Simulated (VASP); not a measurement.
An input for Ansatz (written as the equivalent of a VASP run, and not itself run):

Ansatz 0.2 input:
```yaml
crystal:
  lattice:
    - [0.0000000, 2.5496733, 2.5496733]
    - [2.5496733, 0.0000000, 2.5496733]
    - [2.5496733, 2.5496733, 0.0000000]
  atoms:
    - { symbol: Fe, position: [0.0000000, 0.0000000, 0.0000000], spin: 1.1 }
    - { symbol: Si, position: [0.2500000, 0.2500000, 0.2500000], spin: -0.1 }
kpoints:
  mp_grid: { grid: [14, 14, 14] }
hamiltonian:
  xc: pbesol
  pseudopotentials: { kind: paw }
magnetization: { spin_polarized: true }
scf:
  occupations: { method: tetrahedron }
  max_iter: 100
output: { forces: true, stress: true, eigenvalues: true }
```

Write the VASP files for the same calculation (PBEsol).

This is not unique; one that fits is 
**KPOINTS**
```
Automatic mesh
0
Gamma
14 14 14
0 0 0
```

INCAR:
```
SYSTEM = FeSi
PREC = Accurate
ENCUT = 400
EDIFF = 1E-7
NELM = 100
ALGO = Normal
LREAL = .FALSE.
LASPH = .TRUE.
ISMEAR = -5
GGA = PS
LMAXMIX = 4
ISPIN = 2
MAGMOM = 1.1 -0.1
LORBIT = 11
LWAVE = .FALSE.
LCHARG = .TRUE.
NEDOS = 601
ISIF = 2
```

File POSCAR:
```
FeSi
5.0993470
  0.0000000000   0.4999999614   0.4999999614
  0.4999999614   0.0000000000   0.4999999614
  0.4999999614   0.4999999614   0.0000000000
Fe Si
1 1
Cartesian
  0.0000000000   0.0000000000   0.0000000000
  0.2499999807   0.2499999807   0.2499999807
```

POTCAR, in this order: Fe Si (PBE.64 set). Program: vasp_std.

The two are equivalent in intent, not identical: each code has its own PAW files, so the cut-off isn't converted (ENCUT is set for VASP's; basis.ecutwfc is left out, and Ansatz then takes the one that its files recommend); Ansatz stops its SCF on the density residual and VASP on the energy change (EDIFF).

The structure was generated: FeSi was put into the zinc blende type (F-43m), which need not be its known phase. It was relaxed first, which changed the volume by -25 %.
